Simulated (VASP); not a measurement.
Cost and result of VASP (PAW) for the band gap of AgBr (rock salt). Gaps are without spin-orbit coupling. Each level names its cell: its own relaxed one, PBE's, or the starting one. A gap is the smallest over the k-mesh and a band path; hybrids may have named points in place of the path, and GW has the mesh alone. The cost counts the self-consistent run with its band path or extra points (for GW, with the PBE run and the diagonalisation ahead of it), each on the mesh and cut-off of its row, so the ratios hold those differences too. With PBE it took about 30 core-seconds. The timings are rough (shared machines, no repeats); factors under 2 mean little.

```tsv
level	k-mesh	cut-off (eV)	band gap (eV)	cost over PBE
LDA (own cell)	9×9×9	520	[?]	within a factor of 2
PBEsol (own cell)	9×9×9	520	0.50	within a factor of 2
PBE (own cell)	9×9×9	520	0.69	reference
HSEsol (PBE cell)	6×6×6	520	1.87	about 30 times
HSE06 (PBE cell)	6×6×6	520	[?]	about 30 times
```

Question: Complete the blanks.

Answer: 
- LDA (own cell), band gap (eV): 0.42
- HSE06 (PBE cell), band gap (eV): 2.04

Left out are levels that failed, ran on another kind of processor or have no fit band path; at most nine are shown.

The compound is AgBr in the rock salt structure.
